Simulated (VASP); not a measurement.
# MgVSnO4 (P2/m) in VASP: reference runs

Reference runs on MgVSnO4: the cell as given and a disturbed copy.

Program: VASP 6.6.1. These are calculated values, not measurements. Logs are shortened: lines on timing, memory, paths and dates and some standing lists are left out, and cuts for length are marked.

### 1 The crystal as given

It takes space group P2/m (No. 10, monoclinic). The conventional cell has a = 5.218 Å, b = 3.119 Å, c = 5.235 Å, α = 90.00°, β = 91.23°, γ = 90.00°. Sn (site symmetry 2/m) is surrounded by 6 O at 2.11 to 2.16 Å. V (site symmetry 2/m) has 6 O at 2.23 to 2.33 Å as nearest neighbours. Mg (site symmetry 2/m) is surrounded by 6 O at 2.01 to 2.14 Å. Around O (site symmetry m) lie 2 Mg at 2.14 Å and 1 Sn at 2.16 Å and 2 V at 2.23 Å. Around O (site symmetry m) lie 1 Mg at 2.01 Å and 2 Sn at 2.11 Å.

The cell comes from a database or a generator and needn't be the stable form of this composition.

### 2 Single point, PBE, collinear spin, ferromagnetic start

File INCAR:

```
  ALGO = Normal
  EDIFF = 1E-7
  ENCUT = 520
  GGA = PE
  ISIF = 2
  ISMEAR = -1
  ISPIN = 2
  LASPH = T
  LCHARG = T
  LELF = T
  LMAXMIX = 4
  LORBIT = 11
  LREAL = F
  LVHAR = T
  LWAVE = F
  MAGMOM = 0 2 0 0 0 0 0
  NBANDS = 40
  NELM = 100
  PREC = Accurate
  SIGMA = 0.05
```

File KPOINTS:

```
k-points
0
Gamma
  5 9 5
```

File POSCAR:

```
MgVSnO4
1.0
    5.2180441702      0.0000000000      0.0000000000
    0.0000000000      3.1193397647      0.0000000000
   -0.1120379789      0.0000000000      5.2334326566
Sn V Mg O
1 1 1 4
Direct
    0.5000000000      0.0000000000      0.5000000000
    0.0000000000      0.5000000000      0.0000000000
    0.0000000000      0.5000000000      0.5000000000
    0.8486520000      0.0000000000      0.7312570000
    0.6714000000      0.5000000000      0.2937450000
    0.1513480000      0.0000000000      0.2687430000
    0.3286000000      0.5000000000      0.7062550000
```

Potentials or basis: VASP PAW PBE potentials, release 64 (Sn_d, V_sv, Mg, O).

On the command line:

```
cat potpaw_PBE.64/Sn_d/POTCAR potpaw_PBE.64/V_sv/POTCAR potpaw_PBE.64/Mg/POTCAR potpaw_PBE.64/O/POTCAR > POTCAR
mpirun -np 1 vasp_std > vasp.out
```

OUTCAR:

```text
EDIFF = 1E-7
   ENCUT = 520
   GGA = PE
   ISIF = 2
   ISMEAR = -1
   ISPIN = 2
   LASPH = T
   LORBIT = 11
   LREAL = F
   NELM = 100
   PREC = Accurate

 ion  position               nearest neighbor table
   1  0.500  0.000  0.500-   5 2.11   7 2.11   5 2.11   7 2.11   6 2.16   4 2.16   3 3.04   3 3.04
                             3 3.04   3 3.04
   2  0.000  0.500  0.000-   4 2.23   6 2.23   4 2.23   6 2.23   5 2.33   7 2.33   3 2.62   3 2.62

   3  0.000  0.500  0.500-   5 2.01   7 2.01   6 2.14   4 2.14   4 2.14   6 2.14   2 2.62   2 2.62
                             1 3.04   1 3.04   1 3.04   1 3.04
   4  0.849  0.000  0.731-   3 2.14   3 2.14   1 2.16   2 2.23   2 2.23
   5  0.671  0.500  0.294-   3 2.01   1 2.11   1 2.11   2 2.33
   6  0.151  0.000  0.269-   3 2.14   3 2.14   1 2.16   2 2.23   2 2.23
   7  0.329  0.500  0.706-   3 2.01   1 2.11   1 2.11   2 2.33

  LATTYP: Found a simple monoclinic cell.
 ALAT       =     5.2180441702
 B/A-ratio  =     0.5977986508
 C/A-ratio  =     1.0031788942
 COS(beta)  =    -0.0214032206

  Lattice vectors:

 A1 = (   5.2180441702,   0.0000000000,   0.0000000000)
 A2 = (   0.0000000000,   3.1193397647,   0.0000000000)
 A3 = (  -0.1120379789,   0.0000000000,   5.2334326566)

Analysis of symmetry for initial positions (statically):
=====================================================================
 Subroutine PRICEL returns:
 Original cell was already a primitive cell.

 Routine SETGRP: Setting up the symmetry group for a
 simple monoclinic supercell.

 Subroutine GETGRP returns: Found  4 space group operations
 (whereof  4 operations were pure point group operations)
 out of a pool of  4 trial point group operations.

The static configuration has the point symmetry C_2h.

Analysis of symmetry for dynamics (positions and initial velocities):
=====================================================================
 Subroutine PRICEL returns:
 Original cell was already a primitive cell.

 Routine SETGRP: Setting up the symmetry group for a
 simple monoclinic supercell.

 Subroutine GETGRP returns: Found  4 space group operations
 (whereof  4 operations were pure point group operations)
 out of a pool of  4 trial point group operations.

The dynamic configuration has the point symmetry C_2h.

Analysis of structural, dynamic, and magnetic symmetry:
=====================================================================
 Subroutine PRICEL returns:
 Original cell was already a primitive cell.

 Routine SETGRP: Setting up the symmetry group for a
 simple monoclinic supercell.

 Subroutine GETGRP returns: Found  4 space group operations
 (whereof  4 operations were pure point group operations)
 out of a pool of  4 trial point group operations.

The overall configuration has the point symmetry C_2h.

 Subroutine INISYM returns: Found  4 space group operations
 (whereof  4 operations are pure point group operations),
 and found     1 'primitive' translations

----------------------------------------------------------------------------------------

                                     Primitive cell

  volume of cell :      85.1838

  direct lattice vectors                    reciprocal lattice vectors
     5.218044170  0.000000000  0.000000000     0.191642686  0.000000000  0.004102711
     0.000000000  3.119339765  0.000000000     0.000000000  0.320580660  0.000000000
    -0.112037979  0.000000000  5.233432657     0.000000000  0.000000000  0.191079176

  length of vectors
     5.218044170  3.119339765  5.234631781     0.191686597  0.320580660  0.191079176

  position of ions in fractional coordinates (direct lattice)
     0.500000000  0.000000000  0.500000000
     0.000000000  0.500000000  0.000000000
     0.000000000  0.500000000  0.500000000
     0.848652000  0.000000000  0.731257000
     0.671400000  0.500000000  0.293745000
     0.151348000  0.000000000  0.268743000
     0.328600000  0.500000000  0.706255000

  ion indices of the primitive-cell ions
   primitive index   ion index
                 1           1
                 2           2
                 3           3
                 4           4
                 5           5
[... 56 lines left out ...]
   k-points           NKPTS =     65   k-points in BZ     NKDIM =     65   number of bands    NBANDS=     40
   number of dos      NEDOS =    301   number of ions     NIONS =      7
   total plane-waves  NPLWV =  38400
   dimension x,y,z NGX =    40 NGY =   24 NGZ =   40
   dimension x,y,z NGXF=    80 NGYF=   48 NGZF=   80
   ions per type =               1   1   1   4
   NGX,Y,Z   is equivalent  to a cutoff of  12.74, 12.79, 12.70 a.u.
   NGXF,Y,Z  is equivalent  to a cutoff of  25.49, 25.58, 25.41 a.u.
 SYSTEM =  unknown system
   PREC   = accura    normal or accurate (medium, high low for compatibility)
   ISTART =      0    job   : 0-new  1-cont  2-samecut
   ICHARG =      2    charge: 1-file 2-atom 10-const
   ISPIN  =      2    spin polarized calculation?
   LNONCOLLINEAR =      F non collinear calculations
   LSORBIT =      F    spin-orbit coupling
   LASPH  =      T    aspherical Exc in radial PAW
   ENCUT  =  520.0 eV  38.22 Ry    6.18 a.u.   9.70  5.80  9.73*2*pi/ulx,y,z
   NELM   =    100;   NELMIN=  2; NELMDL= -5     # of ELM steps
   EDIFF  = 0.1E-06   stopping-criterion for ELM
   LREAL  =      F    real-space projection
   EDIFFG = 0.1E-05   stopping-criterion for IOM
   NSW    =      0    number of steps for IOM
   IBRION =     -1    ionic relax: 0-MD 1-quasi-New 2-CG
   NFREE  =      0    steps in history (QN), initial steepest desc. (CG)
   ISIF   =      2    stress and relaxation
   ISYM   =      2    0-nonsym 1-usesym 2-fastsym
   POTIM  = 0.5000    time-step for ionic-motion
   TEBEG  =    0.0;   TEEND  =   0.0 temperature during run
   PSTRESS=    0.0 pullay stress
   NELECT =      53.0000    total number of electrons
   NUPDOWN=      -1.0000    fix difference up-down
   EMIN   =  10.00;   EMAX   =-10.00  energy-range for DOS
   EFERMI =   0.00;   METHOD = LEGACY
   ISMEAR =    -1;   SIGMA  =   0.05  broadening in eV -4-tet -1-fermi 0-gaus
   EFERMI_NEDOS =   21; number of points for ismear=-14 and -15
   IALGO  =     38    algorithm
   IMIX   =      4    mixing-type and parameters
     AMIX     =   0.40;   BMIX     =  1.00
     AMIX_MAG =   1.60;   BMIX_MAG =  1.00
  volume/ion in A,a.u.               =      12.17        82.12
  Fermi-wavevector in a.u.,A,eV,Ry     =   1.397594  2.641070 26.575846  1.953270
  Thomas-Fermi vector in A             =   2.520835
   LORBIT       =     11    0 simple, 1 ext, 2 COOP (PROOUT), +10 PAW based schemes
   GGA     = PE    functional components
   LHFCALC =     F    Hartree Fock is set to
   AEXX    =    0.0000 exact exchange contribution
   IVDW    =     0    specifies the selected vdW correction
   LEPSILON=     F    determine dielectric tensor
   LRPA    =     F    only Hartree local field effects (RPA)
 spin polarized calculation
  energy-cutoff  :      520.00
  volume of cell :       85.18
 maximum number of plane-waves:      2305
   NGX = 19   NGY = 11   NGZ = 19

 number of electron      53.0000009 magnetization       2.8954880

 Free energy of the ion-electron system (eV)
  ---------------------------------------------------
  ext. energy  EPLUGINS =         0.00000000
  ---------------------------------------------------
  free energy    TOTEN  =       -46.59744903 eV

  energy without entropy =      -46.58497528  energy(sigma->0) =      -46.59121216

 E-fermi :   7.0967     XC(G=0): -10.7182

 val. band max:        7.0915094863   @ k =   0.0000   0.1111   0.2000
 cond. band min:       7.1020038090   @ k =   0.2000   0.0000   0.2000
 fundamental gap:      0.0104943228
 Fermi energy:         7.0967215027

 spin component 1

 k-point     1 :       0.0000    0.0000    0.0000
  band No.  band energies     occupation
      1     -58.3739      1.00000
      2     -32.3500      1.00000
      3     -32.1928      1.00000
      4     -32.1750      1.00000
      5     -16.4219      1.00000
      6     -15.8905      1.00000
[... 973 lines left out ...]
     37      15.1954      0.00000
     38      16.0895      0.00000

 [... further k-points ...]

 spin component 2

 k-point     1 :       0.0000    0.0000    0.0000
  band No.  band energies     occupation
      1     -55.8760      1.00000
      2     -29.9638      1.00000
      3     -29.7178      1.00000
      4     -29.6194      1.00000
      5     -16.4078      1.00000
      6     -15.8765      1.00000
[... 973 lines left out ...]
     37      15.2862      0.00000
     38      16.2700      0.00000

 [... further k-points ...]

 [bands above 38 left out]

------------------------ aborting loop because EDIFF is reached ----------------------------------------

  FORCE on cell =-STRESS in cart. coord.  units (eV):
  Direction    XX          YY          ZZ          XY          YZ          ZX
  --------------------------------------------------------------------------------------
  -------------------------------------------------------------------------------------
  Total        0.5103221     -1.0631181     -0.9120125      0.0000000      0.0000000      0.1565981
  in kB        9.5983795    -19.9956259    -17.1535608      0.0000000      0.0000000      2.9453705
  external PRESSURE =      -9.1836024 kB  Pullay stress =       0.0000000 kB

 VOLUME and BASIS-vectors are now :
 -----------------------------------------------------------------------------
  energy-cutoff  :      520.00
  volume of cell :       85.18
      direct lattice vectors                 reciprocal lattice vectors
     5.218044170  0.000000000  0.000000000     0.191642686  0.000000000  0.004102711
     0.000000000  3.119339765  0.000000000     0.000000000  0.320580660  0.000000000
    -0.112037979  0.000000000  5.233432657     0.000000000  0.000000000  0.191079176

 POSITION                                       TOTAL-FORCE (eV/Angst)
 -----------------------------------------------------------------------------------
      2.55300      0.00000      2.61672         0.000000      0.000000      0.000000
      0.00000      1.55967      0.00000         0.000000      0.000000      0.000000
     -0.05602      1.55967      2.61672         0.000000      0.000000      0.000000
      4.34638      0.00000      3.82698         0.441067      0.000000      0.549837
      3.47048      1.55967      1.53729         0.394311      0.000000     -0.224254
      0.75963      0.00000      1.40645        -0.441067      0.000000     -0.549837
      1.63552      1.55967      3.69614        -0.394311     -0.000000      0.224254
 -----------------------------------------------------------------------------------
    total drift:                               -0.000000      0.000000     -0.000000

  FREE ENERGIE OF THE ION-ELECTRON SYSTEM (eV)
  ---------------------------------------------------
  free  energy   TOTEN  =       -46.5974490330 eV

  energy  without entropy=      -46.5849752843  energy(sigma->0) =      -46.59121216

 total charge

# of ion       s       p       d       tot
------------------------------------------
    1        0.952   1.020  10.306  12.279
    2        2.147   6.099   3.024  11.270
    3        0.164   0.197   0.088   0.448
    4        1.552   3.463   0.000   5.015
    5        1.568   3.458   0.000   5.026
    6        1.552   3.463   0.000   5.015
    7        1.568   3.458   0.000   5.026
--------------------------------------------------
tot          9.503  21.158  13.418  44.079

 magnetization (x)

# of ion       s       p       d       tot
------------------------------------------
    1        0.030   0.009   0.002   0.041
    2        0.019   0.015   2.496   2.530
    3        0.001   0.003   0.004   0.007
    4        0.000   0.000   0.000   0.001
    5        0.002   0.003   0.000   0.005
    6        0.000   0.000   0.000   0.001
    7        0.002   0.003   0.000   0.005
--------------------------------------------------
tot          0.055   0.033   2.501   2.589
```

Run time: 4 min. Hardware: 1 thread of Intel Xeon 6975P-C (Granite Rapids), shared host; peak memory 0.46 GiB.

Results:

```yaml
Free_energy: -46.5974 eV
Pressure: -0.9 GPa
Largest_force: 0.705 eV/Å
Band_gap_on_the_k_mesh: none (metal or under the smearing width)
Net_moment: 2.90 μB per cell
Site_moments: Sn +0.04; V +2.53; Mg +0.01; O +0.00, +0.01 μB
Valence_electrons_inside_the_program's_atomic_spheres: Sn 12.28; V 11.27; Mg 0.45; O 5.01, 5.03
```

Forces on the atoms (eV/Å):
```
Sn   0.000  0.000  0.000
V    0.000  0.000  0.000
Mg   0.000  0.000  0.000
O    0.441  0.000  0.550
O    0.394  0.000 -0.224
O   -0.441  0.000 -0.550
O   -0.394  0.000  0.224
```

Levels at points of the mesh, in eV from the Fermi level:
Spin up:
| k point | band 24 | band 25 | band 26 | band 27 | band 28 | band 29 | band 30 | band 31 | band 32 | band 33 |
| --- | --- | --- | --- | --- | --- | --- | --- | --- | --- | --- |
| (0.00, 0.00, 0.00) | -3.85 | -3.68 | -1.78 | -1.07 | -0.40 | -0.37 | 1.25 | 1.46 | 3.29 | 4.36 |
Spin down:
| k point | band 21 | band 22 | band 23 | band 24 | band 25 | band 26 | band 27 | band 28 | band 29 | band 30 |
| --- | --- | --- | --- | --- | --- | --- | --- | --- | --- | --- |
| (0.00, 0.00, 0.00) | -4.03 | -3.98 | -3.87 | -3.80 | -3.64 | -0.83 | 0.89 | 2.16 | 2.48 | 2.62 |

Caveat: semilocal functionals often make such compounds metallic where correlation or magnetic order opens a gap, which also shifts bond lengths. With open d or f shells a metallic result of PBE can be an artefact of self-interaction; +U or a hybrid may open a gap.

(Part 1 of 2 ends here.)
